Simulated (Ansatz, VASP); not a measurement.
# Al2GaN3: VASP beside Ansatz, part 2 of 3

Wanted: the spread between two codes on one cell, functional and k mesh. The cell is generated by rule, not measured, and may not be a known phase. The cell is taken from a series of runs on this material, whose earlier steps may have relaxed, scaled, displaced or heated it; both programs get it as it stands.

VASP 6.6.1 and Ansatz 0.2.0.

So far: Set-up; VASP: relaxation of cell and atoms, PBEsol, pair 1.

The structure was built from a prototype and need not be the compound's stable phase.

### Step 3. Ansatz: relaxation of cell and atoms, PBEsol, pair 1

Level of this step: Ansatz beside VASP: Kohn-Sham DFT, plane waves, PBEsol (Ansatz).

Ansatz runs on its default PAW (the set named soft_2) files.

The same cell, functional, mesh and smearing now go to Ansatz, which takes its cutoff from its data sets.

The input, input.yaml:

```yaml
crystal:
  lattice:
    - [2.21, 2.21, 0.0]
    - [-2.21, 2.21, 0.0]
    - [2.21, 0.0, 6.63]
  atoms:
    - { symbol: Al, position: [0.0, 0.0, 0.0] }
    - { symbol: Al, position: [0.333333, 0.666667, 0.333333] }
    - { symbol: Ga, position: [0.666667, 0.333333, 0.666667] }
    - { symbol: "N", position: [0.416667, 0.083333, 0.166667] }
    - { symbol: "N", position: [0.75, 0.75, 0.5] }
    - { symbol: "N", position: [0.083333, 0.416667, 0.833333] }
kpoints:
  mp_grid: { grid: [6, 6, 6] }
hamiltonian:
  xc: pbesol
scf:
  occupations: { method: gaussian, width: 0.1 }
output:
  forces: true
  stress: true
  eigenvalues: true
relax:
  adjacent_minimum: "off"
  f_tol: 0.05
  max_steps: 80
  cell: { stress_tol: 0.5 }
```

Launch:

```sh
> ansatz run input.yaml --threads 8 --pin off --max-ram 14336MiB --backend cpu --events-out ev --progress --plain --runs-dir out
```

Numbers of over 12 decimals in the logs are rounded to 6 here.

Output:

```text
Warning: the atoms were moved onto the symmetric positions of the space group found under crystal.symmetry.tolerance 1.0e-5 (fractional; no operation is sought that the atoms, as they stand in a round, miss by more than twice it, and no atom is moved by as much as it), and the run uses the moved positions. Before a round's move an operation carried an atom to 6.25e-6 Å from where it should land, the largest such dist [...]
The last accepted step is kept in <dir> (removed where the run ends without a failure and the disk answers)
Engine: ansatz 0.2.0, aarch64-unknown-linux-gnu
Pseudopotentials: kind: paw
Pseudopotential: Al, paw, valence charge 3, recommended cutoff 420 eV (normal), Al.paw.azcp
Pseudopotential: Ga, paw, valence charge 13, recommended cutoff 420 eV (normal), Ga.paw.azcp
Pseudopotential: N, paw, valence charge 5, recommended cutoff 420 eV (normal), N.paw.azcp
Functional definition: PBEsol
  exchange = pbesol_x
  correlation = pbesol_c
Crystal: 6 atoms, lattice volume = 64.763 Å³
Basis set: ecut = 420 eV, 1275 PW (Γ), exchange–correlation on 48×48×96 points (8 copies of the dense FFT grid, shifted against one another)
Bands: 23, of which v1, the nominal top of the filled ones, is band 17 counted from 1 (16 counted from 0)
Symmetry: 8 space group operations
Space group: I-4m2 (ITA 119), of the structure as read, at distance tolerance 4.0e-5 Å
k-points: 30 of 216 (time reversal used)
Non-local potential: Al, projectors of the file, l = 0: 2, l = 1: 2, l = 2: 1
Non-local potential: Ga, projectors of the file, l = 0: 2, l = 1: 2, l = 2: 3, l = 3: 1
Non-local potential: N, projectors of the file, l = 0: 2, l = 1: 2, l = 2: 1
PAW form: soft (Blöchl's): semilocal exchange-correlation on the pseudo side does not see the compensation charge
PAW frozen core: Al, regenerated for the run's functional, and the local potential with it (the file was generated under x = pbe(κ = 0.804, μ = 0.219515), c = pbe(β = 0.066725))
PAW frozen core: Ga, regenerated for the run's functional, and the local potential with it (the file was generated under x = pbe(κ = 0.804, μ = 0.219515), c = pbe(β = 0.066725))
PAW frozen core: N, regenerated for the run's functional, and the local potential with it (the file was generated under x = pbe(κ = 0.804, μ = 0.219515), c = pbe(β = 0.066725))
PAW one-centre angular grid: Al, 110 points (default); XC on 64 Gauss nodes
PAW one-centre angular grid: Ga, 590 points (default); XC on 64 Gauss nodes
PAW one-centre angular grid: N, 110 points (default); XC on 64 Gauss nodes
Initial density: superposition of atomic densities (neutral atoms: chi_scale 0, normalization atom), corrected by the library's trained network
Initial wavefunctions: pseudopotential atomic-orbital guess
Functional: x = pbesol(κ = 0.804, μ = 0.123457), c = pbesol(β = 0.046)
SCF iter   1: F=—  HF=-5934.610444 eV  |F-HF|=—  |Δ(HF+E_count)|=         —  Δρ=1.05e-2  dr2=7.63e-2  ethr=1.77e-3  ⟨swp⟩=5.7  Hψ=3280  notcnv=0
preconditioner: auto → none  [insulator: Δε(μ)=2.972 eV  Ē_g=14.967 eV  σ=0.100 eV  W_gap=1.00  n_scr=12 (ndim 8)  ℏωp=26.9 eV  f_vac=0.000  D(μ)=0.00/eV (n_scr^D=0)  ε∞_Penn≈4.2]
SCF iter   2: F=—  HF=-5934.588883 eV  |F-HF|=—  |Δ(HF+E_count)|=   2.16e-2  Δρ=1.51e-3  dr2=1.89e-3  ethr=2.24e-4  ⟨swp⟩=2.5  Hψ=1337  notcnv=0  defer=14
SCF iter   3: F=—  HF=-5934.588411 eV  |F-HF|=—  |Δ(HF+E_count)|=   4.72e-4  Δρ=5.71e-4  dr2=1.12e-4  ethr=5.57e-6  ⟨swp⟩=2.0  Hψ=907  notcnv=0  defer=14
SCF iter   4: F=—  HF=-5934.588403 eV  |F-HF|=—  |Δ(HF+E_count)|=   8.52e-6  Δρ=1.55e-4  dr2=1.34e-5  ethr=3.29e-7  ⟨swp⟩=2.7  Hψ=1215  notcnv=0  defer=14
SCF iter   5: F=—  HF=-5934.588483 eV  |F-HF|=—  |Δ(HF+E_count)|=   7.99e-5  Δρ=3.14e-5  dr2=3.53e-7  ethr=3.94e-8  ⟨swp⟩=2.0  Hψ=1141  notcnv=0  defer=14
SCF iter   6: F=-5934.588483 eV  HF=-5934.588483 eV  |F-HF|=3.37e-9  |Δ(HF+E_count)|=   1.13e-9  Δρ=5.16e-6  dr2=1.18e-8  ethr=2.94e-10  ⟨swp⟩=8.7  Hψ=3260  notcnv=0
[...]
SCF iter   3: F=—  HF=-5934.637347 eV  |F-HF|=—  |Δ(HF+E_count)|=   3.40e-5  Δρ=3.51e-4  dr2=3.59e-5  ethr=1.32e-6  ⟨swp⟩=2.4  Hψ=1142  notcnv=0
SCF iter   4: F=—  HF=-5934.637351 eV  |F-HF|=—  |Δ(HF+E_count)|=   4.37e-6  Δρ=1.27e-4  dr2=4.51e-6  ethr=1.06e-7  ⟨swp⟩=2.0  Hψ=1145  notcnv=0
iter 5 did not close the SCF: its close was put off for the readings that it lacked (scf_convergence_deferred on its scf_iter line)
SCF iter   5: F=-5934.637351 eV  HF=-5934.637352 eV  |F-HF|=2.57e-7  |Δ(HF+E_count)|=   5.79e-7  Δρ=2.54e-5  dr2=2.37e-7  ethr=1.33e-8  ⟨swp⟩=2.3  Hψ=1140  notcnv=0
SCF iter   6: F=-5934.637351 eV  HF=-5934.637351 eV  |F-HF|=1.87e-9  |Δ(HF+E_count)|=   7.74e-8  Δρ=5.48e-6  dr2=8.51e-9  ethr=6.96e-10  ⟨swp⟩=2.3  Hψ=2616  notcnv=0
SCF 2 converged in 6 iterations: F = -5934.637351 eV  dr2 = 8.51e-9
relax step   2: F+E_penalty+E_count = -5934.63735146 eV  Δ(F+E_penalty+E_count) = -4.887e-2 eV  max|allowed force component| = 5.183e-1 eV/Å  Δτ_max = 0.0307 Å  P = -0.263 GPa  Ω = 64.764 Å³  energy of the carried Pulay correction = -2.156e-6 eV  (6 SCF iters, dr2 threshold 6.00e-7 eV, accepted)
[...]
relax step   3: F+E_penalty+E_count = -5934.65016784 eV  Δ(F+E_penalty+E_count) = -1.282e-2 eV  max|allowed force component| = 1.224e-2 eV/Å  Δτ_max = 0.0242 Å  P = +0.162 GPa  Ω = 64.601 Å³  energy of the carried Pulay correction = +5.308e-4 eV  (6 SCF iters, dr2 threshold 6.00e-7 eV, accepted)
[...]
relax step   4: F+E_penalty+E_count = -5934.64971495 eV  Δ(F+E_penalty+E_count) = +4.529e-4 eV  max|allowed force component| = 1.227e-2 eV/Å  Δτ_max = 0.0000 Å  P = +0.148 GPa  Ω = 64.601 Å³  stress off target by 2.13e-1 GPa  SCF on the basis re-selected at this cell (its energy is not comparable with the rows above)  (7 SCF iters)
basis re-selected at this cell: Δ(F+E_penalty+E_count) = +4.529e-4 eV, ΔP = -0.013 GPa vs the last step (what re-selecting the basis moved, of the pressure what is left beyond the Pulay correction that the steps carried, after the strain that the cell walked since its last selection, with what the two solves' SCF thresholds leave and, on support functions, any second-order correction that the steps lacked; it is no m [...]
SCF converged after 7 iterations
Free energy (F): -5934.649715 eV
Harris-Foulkes:  -5934.649715 eV  (|F-HF|=9.09e-13)
Internal energy: -5934.649715 eV  (E = F + TS)
E sigma→0 (E₀):  -5934.649715 eV
Fermi energy:    9.418091 eV
--- Per-component energies (eV) ---
  E_band       = 9.563753
  E_kinetic    = 563.856683
  E_local      = -2988.048939  (includes V_loc(G=0)·N_el)
  E_nonlocal   = 586.835013
  E_hartree    = 1339.566660
  E_xc         = -328.957207
  E_vxc        = -348.643005  (∫ρ·V_xc dr)
  E_paw        = -3231.385204  (= ΣΔE_a)
  E_vpaw       = -483.569541  (= ΣTr[D̂ρ^β])
  E_aug_tail   = 0.000227  (compensation charges beyond the density's cutoff)
  E_ewald      = -1877.502500
  E_core_change = 0.985552  (= ΣΔE_core)
  E_smearing   = -0.000000  (= −TS)
  E_closure    = -0.000000  (closes the sum)
  Σ components = -5934.649715   (vs F -5934.649715, Δ=0.00e0)
--- Forces (eV/Å), atoms counted from 1 ---
  atom   1  Al     0.00000000     0.00000000     0.01226529
  atom   2  Al     0.00000000     0.00000000    -0.01226529
  atom   3  Ga     0.00000000     0.00000000    -0.00000000
  atom   4  N     -0.00000000    -0.00000000     0.00000000
  atom   5  N     -0.00000000    -0.00000000    -0.00542932
  atom   6  N     -0.00000000     0.00000000     0.00542932
  max |Σ_I F_I| component: 4.92e-17 eV/Å
--- Stress (GPa, compression-positive) ---
        0.212752      -0.000000      -0.000000
       -0.000000       0.212752       0.000000
       -0.000000       0.000000       0.018959
  P = ⅓ Tr σ = 0.1482 GPa (1.482 kbar)
--- Band table (eV; the first three rows and the last of 30) ---
  k-point 0: bands = [... 13 lower, 6.2229, 7.7263, 7.8465, 7.8465, 10.9921, 12.3064, 12.5309, 16.0707, ... 2 higher]
  k-point 1: bands = [... 13 lower, 6.4371, 7.4152, 7.7743, 7.7743, 11.3195, 11.7665, 13.0772, 15.8316, ... 2 higher]
  k-point 2: bands = [... 13 lower, 6.7531, 6.7531, 7.5858, 7.5858, 11.2755, 12.0970, 13.3235, 15.6047, ... 2 higher]
  k-point 29: bands = [... 13 lower, 5.2107, 5.2281, 5.5702, 5.6060, 11.2634, 12.0913, 13.7565, 15.0795, ... 2 higher]
--- Relaxed structure (3 steps of the walk, 3 accepted, 1 SCFs on fresh bases) ---
  F+E_penalty+E_count = -5934.64971495 eV   max|allowed force component| = 1.227e-2 eV/Å   (the final SCF, on the basis selected at the relaxed cell)
  cell:  # Å, volume = 64.6006 Å³
    - [2.210241, 2.210241, 1.6060752028341872e-19]
    - [-2.210241, 2.210241, -1.6060752028341959e-19]
    - [2.210241, 0, 6.611917]
  atoms:
    - { symbol: Al, position: [-0.00160654, 0.00160654, 0.00321307] }
    - { symbol: Al, position: [0.334940, 0.665060, 0.330120] }
    - { symbol: Ga, position: [0.666667, 0.333333, 0.666667] }
    - { symbol: N, position: [0.416667, 0.083333, 0.166667] }
    - { symbol: N, position: [0.754137, 0.745863, 0.491726] }
    - { symbol: N, position: [0.079197, 0.420803, 0.841607] }
```

### Step 4. Differences

Known differences besides the potentials themselves: the cutoff is 420 eV in Ansatz and 600 eV in VASP; Ansatz makes its cores anew for this functional, VASP keeps those of its PBE data sets; Ansatz adds a Pulay correction to the stress that steers its cell, VASP none. Total energies have different zeros and are not compared.

Both answers:

| quantity | Ansatz | VASP | difference |
| --- | --- | --- | --- |
| volume (Å³) | 64.60 | 64.57 | +0.05 % |
| edge a after relaxation, in the typed setting (Å) | 3.126 | 3.127 | -0.04 % |
| edge c after relaxation, in the typed setting (Å) | 6.972 | 6.964 | +0.11 % |

### Step 5. Ansatz: relaxation of cell and atoms, PBEsol, pair 2

The relaxed volume is the usual yardstick between codes: in a stiff, nearly cubic crystal its relative difference is about their pressure difference at one cell divided by the bulk modulus.

The cell is taken from a series of runs on this material, whose earlier steps may have relaxed, scaled, displaced or heated it; both programs get it as it stands.

The input, input.yaml:

```yaml
crystal:
  lattice:
    - [2.2102410916, 2.2102410916, 0.0]
    - [-2.2102410916, 2.2102410916, 0.0]
    - [2.2102410916, 0.0, 6.6119172378]
  atoms:
    - { symbol: Al, position: [-0.0016065351, 0.0016065351, 0.0032130702] }
    - { symbol: Al, position: [0.3349398684, 0.6650601316, 0.3301202632] }
    - { symbol: Ga, position: [0.6666666667, 0.3333333333, 0.6666666667] }
    - { symbol: "N", position: [0.4166666667, 0.0833333333, 0.1666666667] }
    - { symbol: "N", position: [0.7541368022, 0.7458631978, 0.4917263956] }
    - { symbol: "N", position: [0.0791965311, 0.4208034689, 0.8416069378] }
kpoints:
  mp_grid: { grid: [6, 6, 6] }
hamiltonian:
  xc: pbesol
scf:
  occupations: { method: gaussian, width: 0.02 }
output:
  forces: true
  stress: true
  eigenvalues: true
relax:
  adjacent_minimum: "off"
  f_tol: 0.005
  max_steps: 80
  cell: { stress_tol: 0.05 }
```

Output:

```text
[...]
Crystal: 6 atoms, lattice volume = 64.601 Å³
Basis set: ecut = 420 eV, 1275 PW (Γ), exchange–correlation on 48×48×96 points (8 copies of the dense FFT grid, shifted against one another)
Bands: 23, of which v1, the nominal top of the filled ones, is band 17 counted from 1 (16 counted from 0)
Symmetry: 8 space group operations
[...]
k-points: 30 of 216 (time reversal used)
[...]
cell:  # Å, volume = 64.6469 Å³
    - [2.211910, 2.211910, 0]
    - [-2.211910, 2.211910, 0]
    - [2.211910, 0, 6.606666]
  atoms:
    - { symbol: Al, position: [-0.00166035, 0.00166035, 0.0033207] }
    - { symbol: Al, position: [0.334994, 0.665006, 0.330013] }
    - { symbol: Ga, position: [0.666667, 0.333333, 0.666667] }
    - { symbol: N, position: [0.416667, 0.083333, 0.166667] }
    - { symbol: N, position: [0.754187, 0.745813, 0.491625] }
    - { symbol: N, position: [0.079146, 0.420854, 0.841708] }
[key lines of the parts left out:]
SCF converged after 8 iterations
Free energy (F): -5934.649776 eV
Fermi energy:    9.406379 eV
P = ⅓ Tr σ = 0.0031 GPa (0.031 kbar)
```

### Step 6. VASP: relaxation of cell and atoms, PBEsol, pair 2

The same cell, functional, mesh and smearing now go to VASP, with its own data sets.

The input, INCAR:

```
SYSTEM = Al2GaN3
PREC = Accurate
ENCUT = 600
EDIFF = 1E-07
NELM = 120
ISMEAR = 0
SIGMA = 0.02
LREAL = .FALSE.
ALGO = Normal
GGA = PS
NBANDS = 23
LORBIT = 11
LWAVE = .FALSE.
LCHARG = .FALSE.
ISIF = 3
IBRION = 2
NSW = 80
EDIFFG = -0.005
LASPH = .TRUE.
GGA_COMPAT = .FALSE.
NELMIN = 4
EFERMI = MIDGAP
KPAR = 2
```

The input, POSCAR:

```
Al2GaN3
1.0
    2.2102410000      2.2102410000      0.0000000000
   -2.2102410000      2.2102410000      0.0000000000
    2.2102410000      0.0000000000      6.6119170000
Al Ga N
2 1 3
Direct
    0.9983934311      0.0016065689      0.0032131377
    0.3349398518      0.6650601482      0.3301202964
    0.6666666415      0.3333333585      0.6666667171
    0.4166669055      0.0833333207      0.1666666415
    0.7541370371      0.7458631891      0.4917263783
    0.0791967739      0.4208034523      0.8416069046
```

The input, KPOINTS:

```
Automatic mesh
0
Gamma
6 6 6
0 0 0
```

Potentials, in the order of the species: Al, Ga_d and N (PBE family, release 64).

Launch:

```sh
> mpirun -np 2 vasp_std
```

Output:

```text
[banner, memory and clock lines left out]
running    2 mpi-ranks, on    1 nodes
[...]
[... a notice as in an earlier step ...]

 LDA part: xc-table for (Slater+PW92), standard interpolation
 POSCAR, INCAR and KPOINTS ok, starting setup
[...]
entering main loop
       N       E                     dE             d eps       ncg     rms          rms(c)
DAV:   1     0.288739668590E+03    0.28874E+03   -0.17060E+04  1446   0.215E+03
DAV:   2    -0.104256645355E+02   -0.29917E+03   -0.27967E+03  1606   0.531E+02
DAV:   3    -0.491915830219E+02   -0.38766E+02   -0.38359E+02  1639   0.148E+02
DAV:   4    -0.506898481536E+02   -0.14983E+01   -0.14921E+01  1884   0.324E+01
[...]
DAV:  13    -0.443363266484E+02    0.10641E-05   -0.19332E-05  2043   0.324E-02    0.734E-03
DAV:  14    -0.443363265213E+02    0.12714E-06   -0.20946E-06  1934   0.180E-02    0.362E-03
DAV:  15    -0.443363265283E+02   -0.70227E-08   -0.45141E-07  1679   0.103E-02
   1 F= -.44336327E+02 E0= -.44336327E+02  d E =-.443363E+02
[... from here on, the cycles between the ionic steps are left out ...]
   2 F= -.44336357E+02 E0= -.44336357E+02  d E =-.308373E-04
   3 F= -.44336360E+02 E0= -.44336360E+02  d E =-.334051E-04
   4 F= -.44336382E+02 E0= -.44336382E+02  d E =-.219091E-04
 trial-energy change:   -0.000022  1 .order   -0.000022   -0.000030   -0.000013
 step:   1.7230(harm=  1.7230)  dis= 0.00037  next Energy=   -44.336387 (dE=-0.270E-04)
 reached required accuracy - stopping structural energy minimisation
```

From OUTCAR (step 6):

```text
  Total        0.0160035      0.0160035     -0.0102805      0.0000000      0.0000000      0.0000000
  in kB        0.3971048      0.3971048     -0.2550971      0.0000000      0.0000000      0.0000000
  external PRESSURE =       0.1797041 kB  Pullay stress =       0.0000000 kB

 POSITION                                       TOTAL-FORCE (eV/Angst)
 -----------------------------------------------------------------------------------
      2.21073      2.21073      0.02174        -0.000000      0.000000     -0.001404
      0.00000      2.21073      2.18016        -0.000000      0.000000      0.001404
      2.21073      2.21073      4.40380        -0.000000     -0.000000     -0.000000
      1.10537      1.10537      1.10095         0.000000      0.000000      0.000000
      1.10537      3.31610      3.24822        -0.000000      0.000000     -0.002559
      1.10537      1.10537      5.55938         0.000000     -0.000000      0.002559
 -----------------------------------------------------------------------------------
    total drift:                               -0.000915     -0.001008      0.001056

  FREE ENERGIE OF THE ION-ELECTRON SYSTEM (eV)
  ---------------------------------------------------
  free  energy   TOTEN  =       -44.3363818425 eV

  energy  without entropy=      -44.3363818425  energy(sigma->0) =      -44.33638184

[... 2 parts as in an earlier step ...]

[... 2 further parts left out ...]
[key lines of the parts left out:]
E-fermi :   7.2354
```

### Step 7. Side by side

Both answers:

| quantity | Ansatz | VASP | difference |
| --- | --- | --- | --- |
| volume (Å³) | 64.65 | 64.57 | +0.12 % |
| edge a after relaxation, in the typed setting (Å) | 3.128 | 3.126 | +0.05 % |
| edge c after relaxation, in the typed setting (Å) | 6.967 | 6.966 | +0.02 % |

(Continued in part 3 of 3.)

[Lines on the potential files, build, host, timing and source positions are cut from VASP's logs without a mark.]

[Logs are printed without paths, hosts, clocks, repeated set-up lines and the standing remarks that a program may print on its own settings, such as how far it seeks lower states.]

[Hosts, paths, dates, database ids (printed as entryN), source tags and the programs' standing remarks are cut or masked in the printed files.]
